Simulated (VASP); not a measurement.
Data:

```
CELL_PARAMETERS angstrom
      2.82006     0.00000     0.00000
      0.00000     2.82006     0.00000
      0.00000     0.00000     2.82006
ATOMIC_POSITIONS crystal
  Ga 0.50000 0.50000 0.50000
  Co 0.00000 0.00000 0.00000
```

These are TPSS meta-GGA, VASP's PBE PAW potentials (set 64) (plane waves; VASP) values and carry that method's errors. Settings: 520 eV cut-off, 13×13×13 Γ-centred mesh, first-order Methfessel-Paxton smearing of 0.10 eV, potentials Ga_d Co.

Give the stress tensor in GPa (positive for a compressed cell).

```
6.40  0.00  0.00
0.00  6.40  0.00
0.00  0.00  6.40
```
The pressure is its mean diagonal, 6.40 GPa.

The compound is CoGa in the CsCl type structure. This cell is one point of a volume scan, at 0.97 of the reference volume. The run is not spin-polarised, so no magnetic state was tried.
